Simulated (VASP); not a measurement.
Output of a VASP run:

### OSZICAR
```
...
DAV:   7    -0.230607148950E+02   -0.13596E+01   -0.30168E-01  1772   0.669E+00    0.145E+00
DAV:   8    -0.220467215944E+02    0.10140E+01   -0.93914E-01  1904   0.885E+00    0.146E+00
DAV:   9    -0.226101752731E+02   -0.56345E+00   -0.76640E-01  1772   0.665E+00    0.582E-01
DAV:  10    -0.226116185218E+02   -0.14432E-02   -0.84459E-03  2040   0.107E+00    0.473E-01
DAV:  11    -0.225752418576E+02    0.36377E-01   -0.72919E-03  2450   0.865E-01    0.636E-01
DAV:  12    -0.226302245780E+02   -0.54983E-01   -0.11147E-02  2224   0.138E+00    0.213E-01
DAV:  13    -0.226290027638E+02    0.12218E-02   -0.37022E-03  1776   0.762E-01    0.166E-01
DAV:  14    -0.226290385989E+02   -0.35835E-04   -0.51641E-04  2426   0.146E-01    0.169E-01
DAV:  15    -0.226291338408E+02   -0.95242E-04   -0.17824E-05  1820   0.452E-02    0.174E-01
DAV:  16    -0.226291372125E+02   -0.33716E-05   -0.84756E-07  1110   0.109E-02    0.175E-01
DAV:  17    -0.226291578333E+02   -0.20621E-04   -0.13369E-04  2126   0.122E-01    0.195E-01
DAV:  18    -0.226292265583E+02   -0.68725E-04   -0.44168E-05  2138   0.793E-02    0.216E-01
DAV:  19    -0.226292027106E+02    0.23848E-04   -0.28602E-04  1794   0.183E-01    0.186E-01
DAV:  20    -0.226291357282E+02    0.66982E-04   -0.16292E-04  1970   0.130E-01    0.115E-01
DAV:  21    -0.226290984020E+02    0.37326E-04   -0.60682E-05  2494   0.869E-02    0.506E-02
DAV:  22    -0.226290967710E+02    0.16309E-05   -0.10864E-05  2064   0.376E-02    0.192E-02
DAV:  23    -0.226290920686E+02    0.47024E-05   -0.17449E-06  1392   0.158E-02    0.537E-03
DAV:  24    -0.226290934098E+02   -0.13412E-05   -0.52268E-07   890   0.920E-03    0.188E-03
DAV:  25    -0.226290928954E+02    0.51441E-06   -0.17169E-07   878   0.430E-03
   1 F= -.22629093E+02 E0= -.22628651E+02  d E =-.226291E+02
       N       E                     dE             d eps       ncg     rms          rms(c)
DAV:   1    -0.226313039917E+02   -0.22106E-02   -0.80129E-02  1842   0.339E+00    0.466E-01
DAV:   2    -0.226291113610E+02    0.21926E-02   -0.58653E-03  1868   0.933E-01    0.124E-01
DAV:   3    -0.226288742690E+02    0.23709E-03   -0.23182E-03  1900   0.449E-01    0.806E-02
DAV:   4    -0.226289382029E+02   -0.63934E-04   -0.26519E-04  1870   0.173E-01    0.391E-02
DAV:   5    -0.226290251523E+02   -0.86949E-04   -0.20424E-04  1876   0.153E-01    0.182E-02
DAV:   6    -0.226290835427E+02   -0.58390E-04   -0.11110E-04  2452   0.107E-01    0.804E-03
DAV:   7    -0.226290909468E+02   -0.74041E-05   -0.22881E-05  1828   0.557E-02    0.454E-03
DAV:   8    -0.226290915839E+02   -0.63711E-06   -0.20688E-06  1658   0.105E-02
   2 F= -.22629092E+02 E0= -.22628563E+02  d E =0.131155E-05
       N       E                     dE             d eps       ncg     rms          rms(c)
DAV:   1    -0.226297303909E+02   -0.63944E-03   -0.21859E-02  1842   0.177E+00    0.241E-01
DAV:   2    -0.226291435187E+02    0.58687E-03   -0.16117E-03  1854   0.489E-01    0.649E-02
DAV:   3    -0.226290847576E+02    0.58761E-04   -0.62998E-04  1890   0.234E-01    0.416E-02
DAV:   4    -0.226290885246E+02   -0.37670E-05   -0.71873E-05  1898   0.896E-02    0.202E-02
DAV:   5    -0.226291173050E+02   -0.28780E-04   -0.55082E-05  1830   0.805E-02    0.943E-03
DAV:   6    -0.226291234411E+02   -0.61361E-05   -0.31313E-05  2606   0.552E-02    0.448E-03
DAV:   7    -0.226291296068E+02   -0.61658E-05   -0.54223E-06  1834   0.272E-02    0.237E-03
DAV:   8    -0.226291292240E+02    0.38283E-06   -0.41938E-07   908   0.569E-03
   3 F= -.22629129E+02 E0= -.22628646E+02  d E =-.363286E-04
```

OUTCAR:
```
------------------------ aborting loop because EDIFF is reached ----------------------------------------
  FORCE on cell =-STRESS in cart. coord.  units (eV):
  Direction    XX          YY          ZZ          XY          YZ          ZX
  --------------------------------------------------------------------------------------
  Total       -0.0012233     -0.0012233     -0.0012233     -0.0000000      0.0000000      0.0000000
  in kB       -0.0855130     -0.0855130     -0.0855130     -0.0000000      0.0000000      0.0000000
  external PRESSURE =      -0.0855130 kB  Pullay stress =       0.0000000 kB
  volume of cell :       22.92
      direct lattice vectors                 reciprocal lattice vectors
    -1.789461040  1.789461040  1.789461040     0.000000000  0.279413739  0.279413739
     1.789461040 -1.789461040  1.789461040     0.279413739  0.000000000  0.279413739
     1.789461040  1.789461040 -1.789461040     0.279413739  0.279413739  0.000000000
 POSITION                                       TOTAL-FORCE (eV/Angst)
 -----------------------------------------------------------------------------------
      0.00000     -0.00000      0.00000         0.000000      0.000000     -0.000000
 -----------------------------------------------------------------------------------
    total drift:                                0.000000     -0.000000      0.000000
  FREE ENERGIE OF THE ION-ELECTRON SYSTEM (eV)
  ---------------------------------------------------
  free  energy   TOTEN  =       -22.6291292240 eV

  energy  without entropy=      -22.6276782743  energy(sigma->0) =      -22.62864557

 reached required accuracy - stopping structural energy minimisation
```
(Selected blocks of OUTCAR.)

File POSCAR:
```
Zr
1
   -1.7908450000     1.7908450000     1.7908450000
    1.7908450000    -1.7908450000     1.7908450000
    1.7908450000     1.7908450000    -1.7908450000
Zr
1
Direct
  0.0000000000   0.0000000000   0.0000000000
```

Problem. Reconstruct the remaining input files.

Solution. One answer among several that fit: the input of the run itself, r2SCAN meta-GGA, plane waves, VASP's PBE PAW potentials (set 64).

KPOINTS:
```
Automatic mesh
0
Gamma
13 13 13
0 0 0
```

INCAR:
```
SYSTEM = Zr
PREC = Accurate; ENCUT = 400; LREAL = .FALSE.
LASPH = .TRUE.
EDIFF = 1E-6; NELM = 100; ALGO = Normal
LMAXMIX = 4; LMIXTAU = .TRUE.
ISMEAR = 1; SIGMA = 0.1
METAGGA = R2SCAN
IBRION = 2; NSW = 60; ISIF = 3
EDIFFG = -0.01
LWAVE = .FALSE.; LCHARG = .FALSE.
```

POTCAR, in this order: Zr_sv (PBE.64 set). Program: vasp_std.

The structure comes from a computed database's Zr entry (Im-3m); how it stands against other phases isn't given here. This run relaxes it. Symmetry was kept, so distortions that lower it aren't found.
